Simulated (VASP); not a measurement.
Output of a VASP run:

**OUTCAR**
```
 ion  position               nearest neighbor table
   1  0.000  0.000  0.000-   2 2.44   2 2.44   2 2.44   2 2.44
   2  0.250  0.250  0.250-   1 2.44   1 2.44   1 2.44   1 2.44
  LATTYP: Found a face centered cubic cell.
 ALAT       =     5.6294555700
 Subroutine PRICEL returns:
 Original cell was already a primitive cell.
 Subroutine GETGRP returns: Found 48 space group operations
The static configuration has the point symmetry T_d .
 The point group associated with its full space group is O_h .
The dynamic configuration has the point symmetry T_d .
 Subroutine INISYM returns: Found 48 space group operations
 Subroutine IBZKPT returns following result:
 Found     29 irreducible k-points:

 Following reciprocal coordinates:
            Coordinates               Weight
  0.000000  0.000000  0.000000      1.000000
  0.125000  0.000000  0.000000      8.000000
  0.250000  0.000000  0.000000      8.000000
  0.375000  0.000000  0.000000      8.000000
  0.500000  0.000000  0.000000      4.000000
  0.125000  0.125000  0.000000      6.000000
  0.250000  0.125000  0.000000     24.000000
  0.375000  0.125000  0.000000     24.000000
  0.500000  0.125000  0.000000     24.000000
 -0.375000  0.125000  0.000000     24.000000
 -0.250000  0.125000  0.000000     24.000000
 -0.125000  0.125000  0.000000     12.000000
  0.250000  0.250000  0.000000      6.000000
  0.375000  0.250000  0.000000     24.000000
  0.500000  0.250000  0.000000     24.000000
 -0.375000  0.250000  0.000000     24.000000
 -0.250000  0.250000  0.000000     12.000000
  0.375000  0.375000  0.000000      6.000000
  0.500000  0.375000  0.000000     24.000000
 -0.375000  0.375000  0.000000     12.000000
  0.500000  0.500000  0.000000      3.000000
  0.375000  0.250000  0.125000     24.000000
  0.500000  0.250000  0.125000     48.000000
 -0.375000  0.250000  0.125000     24.000000
  0.500000  0.375000  0.125000     24.000000
 -0.375000  0.375000  0.125000     48.000000
 -0.250000  0.375000  0.125000     24.000000
 -0.375000  0.500000  0.125000     12.000000
 -0.250000  0.500000  0.250000      6.000000
   k-points           NKPTS =     29   k-points in BZ     NKDIM =     29   number of bands    NBANDS=     18
   number of dos      NEDOS =    301   number of ions     NIONS =      2
   total plane-waves  NPLWV =  27000
   dimension x,y,z NGX =    30 NGY =   30 NGZ =   30
   dimension x,y,z NGXF=    60 NGYF=   60 NGZF=   60
   ions per type =               2
   PREC   = accura    normal or accurate (medium, high low for compatibility)
   ISTART =      0    job   : 0-new  1-cont  2-samecut
   ICHARG =      2    charge: 1-file 2-atom 10-const
   ISPIN  =      1    spin polarized calculation?
   LNONCOLLINEAR =      F non collinear calculations
   LSORBIT =      F    spin-orbit coupling
   INIWAV =      1    electr: 0-lowe 1-rand  2-diag
   ENCUT  =  520.0 eV  38.22 Ry    6.18 a.u.   7.40  7.40  7.40*2*pi/ulx,y,z
   NELM   =    100;   NELMIN=  2; NELMDL= -5     # of ELM steps
   EDIFF  = 0.1E-06   stopping-criterion for ELM
   LREAL  =      F    real-space projection
   NLSPLINE    = F    spline interpolate recip. space projectors
   LMAXMIX     =    4 max onsite mixed and CHGCAR
   VOSKOWN=      0    Vosko Wilk Nusair interpolation
   EDIFFG = 0.1E-05   stopping-criterion for IOM
   NSW    =      0    number of steps for IOM
   NBLOCK =      1;   KBLOCK =      1    inner block; outer block
   IBRION =     -1    ionic relax: 0-MD 1-quasi-New 2-CG
   NFREE  =      0    steps in history (QN), initial steepest desc. (CG)
   ISIF   =      2    stress and relaxation
   ISYM   =      2    0-nonsym 1-usesym 2-fastsym
   TEIN   =    0.0    initial temperature
   TEBEG  =    0.0;   TEEND  =   0.0 temperature during run
   SMASS  =  -3.00    Nose mass-parameter (am)
   PSTRESS=    0.0 pullay stress
   NELECT =      28.0000    total number of electrons
   EFERMI =   0.00;   METHOD = LEGACY
   ISMEAR =     0;   SIGMA  =   0.05  broadening in eV -4-tet -1-fermi 0-gaus
...
```

**OSZICAR**
```
       N       E                     dE             d eps       ncg     rms          rms(c)
DAV:   1     0.182823965709E+03    0.18282E+03   -0.25428E+04  1506   0.185E+04
DAV:   2     0.211929640177E+02   -0.16163E+03   -0.15766E+03  1482   0.559E+02
DAV:   3    -0.233862332118E+01   -0.23532E+02   -0.23002E+02  1536   0.184E+02
DAV:   4    -0.343669978785E+01   -0.10981E+01   -0.10821E+01  1764   0.493E+01
DAV:   5    -0.346199752680E+01   -0.25298E-01   -0.25111E-01  1630   0.734E+00    0.541E+00
DAV:   6     0.335022784564E+01    0.68122E+01   -0.10440E+01  1400   0.561E+01    0.266E+00
DAV:   7     0.246135743583E+01   -0.88887E+00   -0.16498E+00  1098   0.183E+01    0.883E-01
DAV:   8     0.385314436646E+01    0.13918E+01   -0.26429E+00  1052   0.228E+01    0.131E+00
DAV:   9     0.310127032829E+01   -0.75187E+00   -0.56889E-01  1058   0.989E+00    0.397E-01
DAV:  10     0.301153446782E+01   -0.89736E-01   -0.85927E-02  1118   0.306E+00    0.197E-01
DAV:  11     0.301247043653E+01    0.93597E-03   -0.26375E-03  1206   0.424E-01    0.248E-01
DAV:  12     0.301087831213E+01   -0.15921E-02   -0.61054E-03  1104   0.816E-01    0.772E-02
DAV:  13     0.301025843556E+01   -0.61988E-03   -0.19721E-04  1100   0.132E-01    0.580E-02
DAV:  14     0.301028315597E+01    0.24720E-04   -0.99427E-05  1102   0.124E-01    0.469E-02
DAV:  15     0.300967409612E+01   -0.60906E-03   -0.58042E-04  1064   0.284E-01    0.107E-02
DAV:  16     0.300966127202E+01   -0.12824E-04   -0.13746E-05  1108   0.362E-02    0.665E-03
DAV:  17     0.300966168402E+01    0.41200E-06   -0.18365E-07   908   0.529E-03    0.662E-03
DAV:  18     0.300966032147E+01   -0.13626E-05   -0.42571E-07  1026   0.104E-02    0.463E-03
DAV:  19     0.300966028092E+01   -0.40553E-07   -0.46161E-07   812   0.849E-03
   1 F= 0.30096603E+01 E0= 0.30096608E+01  d E =-.102188E-05
```

### OUTCAR
```
------------------------ aborting loop because EDIFF is reached ----------------------------------------
  FORCE on cell =-STRESS in cart. coord.  units (eV):
  Direction    XX          YY          ZZ          XY          YZ          ZX
  --------------------------------------------------------------------------------------
  Total       -0.7099739     -0.7099739     -0.7099739     -0.0000000      0.0000000     -0.0000000
  in kB      -25.5043227    -25.5043227    -25.5043227     -0.0000000      0.0000000     -0.0000000
  external PRESSURE =     -25.5043227 kB  Pullay stress =       0.0000000 kB
  volume of cell :       44.60
      direct lattice vectors                 reciprocal lattice vectors
     0.000000000  2.814727785  2.814727785    -0.177637071  0.177637071  0.177637071
     2.814727785  0.000000000  2.814727785     0.177637071 -0.177637071  0.177637071
     2.814727785  2.814727785  0.000000000     0.177637071  0.177637071 -0.177637071
 POSITION                                       TOTAL-FORCE (eV/Angst)
 -----------------------------------------------------------------------------------
      0.00000      0.00000      0.00000         0.000000      0.000000      0.000000
      1.40736      1.40736      1.40736        -0.000000     -0.000000     -0.000000
 -----------------------------------------------------------------------------------
    total drift:                                0.000000      0.000000     -0.000000
  FREE ENERGIE OF THE ION-ELECTRON SYSTEM (eV)
  ---------------------------------------------------
  free  energy   TOTEN  =         3.0096602809 eV

  energy  without entropy=        3.0096613028  energy(sigma->0) =        3.00966079
```
(Selected blocks of OUTCAR.)

**POSCAR**
```
Ge
1
    0.0000000000     2.8147277850     2.8147277850
    2.8147277850     0.0000000000     2.8147277850
    2.8147277850     2.8147277850     0.0000000000
Ge
2
Direct
  0.0000000000   0.0000000000   0.0000000000
  0.2500000000   0.2500000000   0.2500000000
```

Write an INCAR and KPOINTS that could have produced this output.

One answer among several that fit: the input of the run itself, revTPSS meta-GGA, plane waves, VASP's PBE PAW potentials (set 64).

KPOINTS:
```
kpoints
0
Gamma
  8 8 8
```

INCAR:
```
! general
SYSTEM  = Ge
PREC    = Accurate
ENCUT   = 520   ! plane-wave cut-off (eV)
LREAL   = .False.
LASPH   = .True.   ! aspherical one-centre terms

! electronic loop
EDIFF   = 1E-7
NELM    = 100   ! most electronic steps
ALGO    = Normal   ! blocked Davidson
LMAXMIX = 4   ! l cut-off of mixed one-centre charges
LMIXTAU = .True.

! smearing
ISMEAR  = 0   ! Gaussian
SIGMA   = 0.05

! functional
METAGGA = RTPSS

! ions
ISIF    = 2   ! forces and stress, cell fixed

! output
LWAVE   = .False.
LCHARG  = .False.
```

POTCAR, in this order: Ge_d (PBE.64 set). Program: vasp_std.

The compound is Ge in the diamond structure. This cell is one point of a volume scan, at 1.03 of the reference volume.
